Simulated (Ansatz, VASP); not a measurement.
**GePt: VASP beside Ansatz**

Wanted: the spread between two codes on one cell, functional and k mesh. The cell is generated by rule, not measured, and may not be a known phase. The cell is taken from a series of runs on this material, whose earlier steps may have relaxed, scaled, displaced or heated it; both programs get it as it stands.

Main program and level: Ansatz 0.2.0; plane waves, with VASP 6.6.1 beside it; single point at r2SCAN.

The structure was built from a prototype and need not be the compound's stable phase.

### 1. Starting point

It takes space group Pmma (No. 51, orthorhombic). Conventional cell: a = 4.465 Å, b = 3.157 Å, c = 4.465 Å, α = 90.00°, β = 90.00°, γ = 90.00°. Pt has 8 Ge at 2.72 to 2.75 Å nearest. Nearest to Ge lie 8 Pt at 2.72 to 2.75 Å. Farther neighbours are not listed.

Structure file:

```
Pt Ge
1.0
    -3.15695    0.00000    0.00000
     0.00000   -3.15695   -3.15695
     0.00000   -3.15695    3.15695
Pt Ge
2 2
Direct
  0.00000 0.49104 0.50000
  0.00000 0.00896 0.00000
  0.50000 0.99486 0.50000
  0.50000 0.50514 0.00000
```

### 2. VASP: single point, r2SCAN, pair 1

A single point gives forces, pressure and levels at one fixed geometry, so differences don't come from the geometry; what else differs is listed under the comparison.

Lines of VASP's logs that name or quote its potential files are left out, and so is its time.

File INCAR:

```
SYSTEM = GePt
PREC = Accurate
ENCUT = 550
EDIFF = 1E-06
NELM = 120
ISMEAR = 1
SIGMA = 0.2
LREAL = .FALSE.
ALGO = Normal
METAGGA = R2SCAN
LASPH = .TRUE.
NBANDS = 30
LORBIT = 11
LWAVE = .FALSE.
LCHARG = .FALSE.
ISIF = 2
GGA_COMPAT = .FALSE.
LMIXTAU = .TRUE.
KPAR = 2
```

File POSCAR:

```
GePt
1.0
   -3.1569466852      0.0000000000      0.0000000000
    0.0000000000     -3.1569466852     -3.1569466852
    0.0000000000     -3.1569466852      3.1569466852
Pt Ge
2 2
Direct
    0.0000000000      0.4910406244      0.5000000000
    0.0000000000      0.0089593756      0.0000000000
    0.5000000000      0.9948568758      0.5000000000
    0.5000000000      0.5051431242      0.0000000000
```

File KPOINTS:

```
Automatic mesh
0
Gamma
14 10 10
0 0 0
```

PAW data sets: Pt and Ge_d (PBE family, release 64).

Command:

```
> mpirun -np 2 vasp_std
```

Numbers of over 12 decimals in the logs are rounded to 6 here.

The program printed:

```text
[banner, memory and clock lines left out]
running    2 mpi-ranks, on    1 nodes
 distrk:  each k-point on    1 cores,    2 groups
 distr:  one band on    1 cores,    1 groups

 POSCAR found type information on POSCAR PtGe
 POSCAR found :  2 types and       4 ions
|                                                                             |
|               ----> ADVICE to this user running VASP <----                  |
|                                                                             |
|     You enforced a specific xc type in the INCAR file but a different       |
|     [... a line on the potential file left out ...]
|     I HOPE YOU KNOW WHAT YOU ARE DOING!                                     |
|                                                                             |

 LDA part: xc-table for (None), standard interpolation
 POSCAR, INCAR and KPOINTS ok, starting setup
 FFT: planning ... GRIDC
 FFT: planning ... GRID_SOFT
 FFT: planning ... GRID
 WAVECAR not read
 entering main loop
       N       E                     dE             d eps       ncg     rms          rms(c)
DAV:   1     0.354267767826E+03    0.35427E+03   -0.24310E+04 22224   0.432E+03
DAV:   2    -0.699177668841E+02   -0.42419E+03   -0.40365E+03 17356   0.928E+02
DAV:   3    -0.137183085172E+03   -0.67265E+02   -0.64274E+02 19140   0.192E+02
DAV:   4    -0.140263090500E+03   -0.30800E+01   -0.30437E+01 20162   0.456E+01
DAV:   5    -0.140342349994E+03   -0.79259E-01   -0.79234E-01 19506   0.771E+00    0.145E+01
DAV:   6    -0.131260653828E+03    0.90817E+01   -0.61227E+00 18018   0.197E+01    0.896E+00
DAV:   7    -0.130728795936E+03    0.53186E+00   -0.68075E-01 18736   0.613E+00    0.435E+00
DAV:   8    -0.130839051242E+03   -0.11026E+00   -0.28147E-01 18036   0.325E+00    0.166E+00
DAV:   9    -0.130819040975E+03    0.20010E-01   -0.14891E-01 18430   0.258E+00    0.265E-01
DAV:  10    -0.130864872974E+03   -0.45832E-01   -0.26002E-02 18212   0.101E+00    0.153E-01
DAV:  11    -0.130860093324E+03    0.47797E-02   -0.11661E-02 19060   0.657E-01    0.176E-01
DAV:  12    -0.130864587271E+03   -0.44939E-02   -0.20471E-03 18418   0.282E-01    0.542E-02
DAV:  13    -0.130865941917E+03   -0.13546E-02   -0.43795E-04 19084   0.130E-01    0.202E-02
DAV:  14    -0.130866036387E+03   -0.94470E-04   -0.90549E-05 18794   0.663E-02    0.118E-02
DAV:  15    -0.130866032850E+03    0.35367E-05   -0.82176E-06 16542   0.198E-02    0.527E-03
DAV:  16    -0.130866032123E+03    0.72711E-06   -0.32915E-06 16050   0.120E-02
   1 F= -.13086603E+03 E0= -.13086581E+03  d E =-.664483E-03
```

From OUTCAR (step 2):

```text
ion  position               nearest neighbor table
   1  0.000  0.491  0.500-   3 2.72   3 2.72   4 2.73   4 2.73   4 2.73   4 2.73   3 2.75   3 2.75
                             2 3.10   2 3.10   2 3.21   2 3.21
   2  0.000  0.009  0.000-   4 2.72   4 2.72   3 2.73   3 2.73   3 2.73   3 2.73   4 2.75   4 2.75
                             1 3.10   1 3.10   1 3.21   1 3.21
   3  0.500  0.995  0.500-   1 2.72   1 2.72   2 2.73   2 2.73   2 2.73   2 2.73   1 2.75   1 2.75

  LATTYP: Found a simple tetragonal cell.
 ALAT       =     4.4645968179
 C/A-ratio  =     0.7071067812

 Subroutine GETGRP returns: Found  8 space group operations
 (whereof  4 operations were pure point group operations)

The static configuration has the point symmetry C_2v.
 The point group associated with its full space group is D_2h.

 Found    288 irreducible k-points:

   k-points           NKPTS =    288   k-points in BZ     NKDIM =    288   number of bands    NBANDS=     30

   dimension x,y,z NGX =    24 NGY =   36 NGZ =   36
   dimension x,y,z NGXF=    48 NGYF=   72 NGZF=   72

   ENCUT  =  550.0 eV  40.42 Ry    6.36 a.u.   6.04  8.54  8.54*2*pi/ulx,y,z

   NELECT =      48.0000    total number of electrons

 k-points in reciprocal lattice and weights: Automatic mesh
   0.00000000  0.00000000  0.00000000       0.001
   0.07142857  0.00000000  0.00000000       0.001
   0.14285714  0.00000000  0.00000000       0.001
   0.21428571  0.00000000  0.00000000       0.001
   0.28571429  0.00000000  0.00000000       0.001
   0.35714286  0.00000000  0.00000000       0.001
   0.42857143  0.00000000  0.00000000       0.001
   0.50000000  0.00000000  0.00000000       0.001
   0.00000000  0.10000000  0.00000000       0.001
[...]
0.42857143  0.50000000  0.50000000       0.001
   0.50000000  0.50000000  0.50000000       0.001

 average (electrostatic) potential at core
       1 -69.7240       2 -69.7240       3 -74.8902       4 -74.8902

 E-fermi :   9.8223

 k-point     1 :       0.0000    0.0000    0.0000
  band No.  band energies     occupation
    ...
     19       6.4005      2.00000
     20       7.3301      2.00000
     21       7.3407      2.00000
     22       7.3536      2.00000
     23       8.3634      2.00000
     24       9.9174      0.28748
     25      10.8987     -0.00000
     26      11.6597     -0.00000
     27      11.6976     -0.00000
     28      11.7113     -0.00000
    ...

 k-point     2 :       0.0714    0.0000    0.0000
  band No.  band energies     occupation
    ...
     20       7.1969      2.00000
     21       7.2075      2.00000
     22       7.3701      2.00000
     23       8.3702      2.00000
     24       9.6888      1.89627
     25      10.9267     -0.00000
     26      10.9999     -0.00000
     27      11.9151     -0.00000
     28      11.9198     -0.00000
     29      14.9720      0.00000
    ...

 k-point     3 :       0.1429    0.0000    0.0000
  band No.  band energies     occupation
    ...
     21       7.7147      2.00000
     22       7.7505      2.00000
     23       8.3853      2.00000
     24       9.0443      2.00000
     25       9.8230      0.99443
     26      10.9920     -0.00000
     27      12.4925     -0.00000
     28      12.4975     -0.00000
     29      14.7214      0.00000
     30      16.4053      0.00000

  Total       -0.1023573      0.0792544      0.0792544      0.0000000     -0.0175795      0.0000000
  in kB       -2.6061399      2.0179123      2.0179123      0.0000000     -0.4475944      0.0000000
  external PRESSURE =       0.4765616 kB  Pullay stress =       0.0000000 kB

  energy-cutoff  :      550.00
  volume of cell :       62.93
      direct lattice vectors                 reciprocal lattice vectors
    -3.156946685  0.000000000  0.000000000    -0.316761764  0.000000000  0.000000000
     0.000000000 -3.156946685 -3.156946685     0.000000000 -0.158380882 -0.158380882
     0.000000000 -3.156946685  3.156946685     0.000000000 -0.158380882  0.158380882

 POSITION                                       TOTAL-FORCE (eV/Angst)
 -----------------------------------------------------------------------------------
      0.00000     -3.12866      0.02828         0.000000      0.034585      0.034585
      0.00000     -0.02828     -0.02828         0.000000     -0.034585     -0.034585
     -1.57847     -4.71918     -1.56224         0.000000      0.008310      0.008310
     -1.57847     -1.59471     -1.59471         0.000000     -0.008310     -0.008310
 -----------------------------------------------------------------------------------
    total drift:                               -0.000000     -0.000000      0.000000

  FREE ENERGIE OF THE ION-ELECTRON SYSTEM (eV)
  ---------------------------------------------------
  free  energy   TOTEN  =      -130.8660321228 eV

  energy  without entropy=     -130.8653676403  energy(sigma->0) =     -130.86581063

 total charge
# of ion       s       p       d       tot
------------------------------------------
    1        0.620   0.475   8.206   9.300
    2        0.620   0.475   8.206   9.300
    3        1.158   1.018  10.083  12.259
    4        1.158   1.018  10.083  12.259
--------------------------------------------------
tot          3.555   2.985  36.577  43.118

[... 3 further parts left out ...]
```

The run ends at a pressure of 0.05 GPa, with forces up to 0.049 eV/Å.

### 3. Ansatz: single point, r2SCAN, pair 1

Ansatz runs on its default PAW (the set named soft_2) files.

The same cell, functional, mesh and smearing now go to Ansatz, which takes its cutoff from its data sets.

File input.yaml:

```yaml
crystal:
  lattice:
    - [-3.1569466852, 0.0, 0.0]
    - [0.0, -3.1569466852, -3.1569466852]
    - [0.0, -3.1569466852, 3.1569466852]
  atoms:
    - { symbol: Pt, position: [0.0, 0.4910406244, 0.5] }
    - { symbol: Pt, position: [0.0, 0.0089593756, 0.0] }
    - { symbol: Ge, position: [0.5, -0.0051431242, 0.5] }
    - { symbol: Ge, position: [0.5, 0.5051431242, 0.0] }
kpoints:
  mp_grid: { grid: [14, 10, 10] }
hamiltonian:
  xc: r2scan
scf:
  occupations: { method: methfessel_paxton, width: 0.2 }
output:
  forces: true
  stress: true
  eigenvalues: true
```

Command:

```
> ansatz run input.yaml --threads 4 --pin off --max-ram 7168MiB --backend cpu --events-out ev --progress --plain --runs-dir out
```

The program printed:

```text
Engine: ansatz 0.2.0, aarch64-unknown-linux-gnu
Pseudopotentials: kind: paw
Pseudopotential: Pt, paw, valence charge 18, recommended cutoff 500 eV (meta_gga), Pt.paw.azcp
Pseudopotential: Ge, paw, valence charge 14, recommended cutoff 500 eV (meta_gga), Ge.paw.azcp
Functional definition: r2SCAN
  parameter k0 = 0.174
  parameter k1 = 0.065
  parameter a1 = 4.9479
  exchange = r2scan_x(k0 = k0, k1 = k1, a1 = a1)
  correlation = r2scan_c
Crystal: 4 atoms, lattice volume = 62.926 Å³
Basis set: ecut = 500 eV, 1583 PW (Γ), exchange–correlation on 96×144×144 points (64 copies of the dense FFT grid, shifted against one another)
Bands: 39, of which v1, the nominal top of the filled ones, is band 32 counted from 1 (31 counted from 0)
Symmetry: 8 space group operations
Space group: Pmma (ITA 51), of the structure as read, at distance tolerance 4.0e-5 Å
k-points: 288 of 1400
Non-local potential: Pt, projectors of the file, l = 0: 3, l = 1: 2, l = 2: 2, l = 3: 1
Non-local potential: Ge, projectors of the file, l = 0: 2, l = 1: 2, l = 2: 3, l = 3: 1
PAW form: soft (Blöchl's): semilocal exchange-correlation on the pseudo side does not see the compensation charge
PAW frozen core: Pt, regenerated for the run's functional (the file was generated under x = pbe(κ = 0.804, μ = 0.219515), c = pbe(β = 0.066725))
PAW frozen core: Ge, regenerated for the run's functional (the file was generated under x = pbe(κ = 0.804, μ = 0.219515), c = pbe(β = 0.066725))
PAW one-centre angular grid: Pt, 590 points (default); XC on 160 Gauss nodes
PAW one-centre angular grid: Ge, 590 points (default); XC on 160 Gauss nodes
Initial density: superposition of atomic densities (neutral atoms: chi_scale 0, normalization atom), corrected by the library's trained network
Initial wavefunctions: pseudopotential atomic-orbital guess
Functional: x = r2scan, c = r2scan; τ floored in thin density (d = 2e-4 eV/Å³)
SCF iter   1: F=—  HF=-33679.450288 eV  |F-HF|=—  |Δ(HF+E_count)|=         —  Δρ=1.11e-2  dr2=6.60e-2  dr2_τ=2.15e-2  ethr=1.77e-3  ⟨swp⟩=5.0  Hψ=37844  notcnv=0
preconditioner: auto → Kerker (q_TF=auto, 2.736 Å⁻¹)  [metal: Δε(μ)=0.005 eV  Ē_g=18.100 eV  σ=0.200 eV  W_gap=0.02  n_scr=18 (ndim 8)  ℏωp=32.4 eV  f_vac=0.000  D(μ)=1.84/eV (n_scr^D=10)]
SCF iter   2: F=—  HF=-33679.470999 eV  |F-HF|=—  |Δ(HF+E_count)|=   2.07e-2  S|Δr|=    0.00e0  Δρ=4.25e-3  dr2=6.61e-3  dr2_τ=1.86e-3  ethr=1.03e-4  ⟨swp⟩=2.0  Hψ=20231  notcnv=0  defer=1
SCF iter   3: F=—  HF=-33679.472057 eV  |F-HF|=—  |Δ(HF+E_count)|=   1.06e-3  S|Δr|=    0.00e0  Δρ=1.68e-3  dr2=5.43e-4  dr2_τ=8.43e-5  ethr=1.03e-5  ⟨swp⟩=2.0  Hψ=14103  notcnv=0  defer=1
SCF iter   4: F=—  HF=-33679.472446 eV  |F-HF|=—  |Δ(HF+E_count)|=   3.89e-4  S|Δr|=    0.00e0  Δρ=4.39e-4  dr2=5.87e-5  dr2_τ=7.31e-6  ethr=8.49e-7  ⟨swp⟩=2.2  Hψ=18286  notcnv=0  defer=1
SCF iter   5: F=—  HF=-33679.472477 eV  |F-HF|=—  |Δ(HF+E_count)|=   3.09e-5  S|Δr|=    0.00e0  Δρ=1.64e-4  dr2=1.42e-5  dr2_τ=4.24e-7  ethr=9.17e-8  ⟨swp⟩=2.0  Hψ=17545  notcnv=0  defer=1
SCF iter   6: F=—  HF=-33679.472498 eV  |F-HF|=—  |Δ(HF+E_count)|=   2.10e-5  S|Δr|=    0.00e0  Δρ=3.19e-5  dr2=2.25e-7  dr2_τ=1.38e-7  ethr=2.22e-8  ⟨swp⟩=2.0  Hψ=17660  notcnv=0  defer=1
SCF iter   7: F=-33679.472498 eV  HF=-33679.472499 eV  |F-HF|=2.23e-8  |Δ(HF+E_count)|=   3.06e-7  S|Δr|=    0.00e0  Δρ=9.69e-6  dr2=7.19e-8  dr2_τ=4.29e-9  ethr=1.56e-10  ⟨swp⟩=8.0  Hψ=44062  notcnv=0
SCF 1 converged in 7 iterations: F = -33679.472498 eV  dr2 = 7.19e-8
  greatest PAW one-centre occupation: 1.000 electrons in one spin orbital (limit 2), on the Pt atom at site 1 (counted from 0), in its partial waves of l = 0
SCF converged after 7 iterations
Stability not checked: this state was not tested for a lower state beside it, because cold or Methfessel-Paxton smearing, or corrected tetrahedra, fill the levels in a way that the test cannot read (fill_not_monotonic; see scf.lower_state_search)
Free energy (F): -33679.472498 eV
Harris-Foulkes:  -33679.472499 eV  (|F-HF|=2.23e-8)
Internal energy: -33679.471777 eV  (E = F + TS)
E sigma→0 (E₀):  -33679.472318 eV
Entropy (-TS):   -0.000722 eV (-0.180 meV/atom)
Fermi energy:    18.225822 eV
--- Per-component energies (eV) ---
  E_band       = -533.751466
  E_kinetic    = 1501.883643
  E_local      = -7092.996396  (includes V_loc(G=0)·N_el)
  E_nonlocal   = 1243.279042
  E_hartree    = 2909.908805
  E_xc         = -639.661722
  E_vxc        = -814.113888  (∫ρ·V_xc dr)
  E_paw        = -23026.778139  (= ΣΔE_a)
  E_vpaw       = -1243.372570  (= ΣTr[D̂ρ^β])
  E_aug_tail   = 0.000345  (compensation charges beyond the density's cutoff)
  E_vtau       = 51.745201  (kinetic-family band-sum trace: ∫τ·v_τ [+ j·A + Jᵃ·Aᵃ] dr)
  E_ewald      = -8572.472836
  E_core_change = -2.634520  (= ΣΔE_core)
  E_smearing   = -0.000722  (= −TS)
  E_closure    = 0.000000  (closes the sum)
  Σ components = -33679.472498   (vs F -33679.472498, Δ=0.00e0)
--- Forces (eV/Å), atoms counted from 1 ---
  atom   1  Pt     0.00000000     0.03584324     0.03584324
  atom   2  Pt     0.00000000    -0.03584324    -0.03584324
  atom   3  Ge     0.00000000     0.00538828     0.00538828
  atom   4  Ge     0.00000000    -0.00538828    -0.00538828
  max |Σ_I F_I| component: 3.47e-18 eV/Å
--- Stress (GPa, compression-positive) ---
       -0.355544       0.000000      -0.000000
        0.000000       0.118682      -0.027235
       -0.000000      -0.027235       0.118682
  P = ⅓ Tr σ = -0.0394 GPa (-0.394 kbar)
--- Band table (eV; the first three rows and the last of 288) ---
  k-point 0: bands = [... 28 lower, 15.7345, 15.7474, 16.7551, 18.3168, 19.3125, 20.0653, 20.1027, 20.1171, ... 3 higher]
  k-point 1: bands = [... 28 lower, 15.6349, 15.7005, 16.8203, 18.4615, 19.5607, 19.7378, 20.0437, 20.2812, ... 3 higher]
  k-point 2: bands = [... 28 lower, 15.3983, 15.6321, 17.0093, 18.5523, 19.1545, 19.6252, 20.7079, 20.8581, ... 3 higher]
  k-point 287: bands = [... 28 lower, 14.8151, 14.8151, 16.7807, 16.7807, 18.3192, 18.3192, 19.3569, 19.3569, ... 3 higher]
```

The column dr2 measures how far the density is from self-consistency, as an energy; F and HF (Harris–Foulkes) agree once it is small.

The run ends at a pressure of -0.04 GPa, with forces up to 0.051 eV/Å.

### 4. Differences

Known differences besides the potentials themselves: VASP keeps PBE cores, Ansatz makes them for the functional; the data sets hold 64 valence electrons in Ansatz (on its default PAW (the set named soft_2) files) and 48 in VASP; the cutoff is 500 eV in Ansatz and 550 eV in VASP. Total energies have different zeros and are not compared.

The two programs side by side:

```tsv
quantity	Ansatz	VASP	difference
pressure (GPa)	-0.04	0.05	-0.09
```

Forces (eV/Å; atoms numbered as in POSCAR):

```tsv
atom	Ansatz x, y, z	VASP x, y, z
Pt1	0.000, 0.036, 0.036	0.000, 0.035, 0.035
Pt2	0.000, -0.036, -0.036	0.000, -0.035, -0.035
Ge3	0.000, 0.005, 0.005	0.000, 0.008, 0.008
Ge4	0.000, -0.005, -0.005	0.000, -0.008, -0.008
```

The forces differ by 1.8 meV/Å r.m.s., which is 9.0 % of the r.m.s. force of 0.021 eV/Å (both taken over all components).

(Part 1 of 2 ends here.)

[Lines on the potential files, build, host, timing and source positions are cut from VASP's logs without a mark.]

[Logs are printed without paths, hosts, clocks, repeated set-up lines and the standing remarks that a program may print on its own settings, such as how far it seeks lower states.]

[Hosts, paths, dates, database ids (printed as entryN), source tags and the programs' standing remarks are cut or masked in the printed files.]
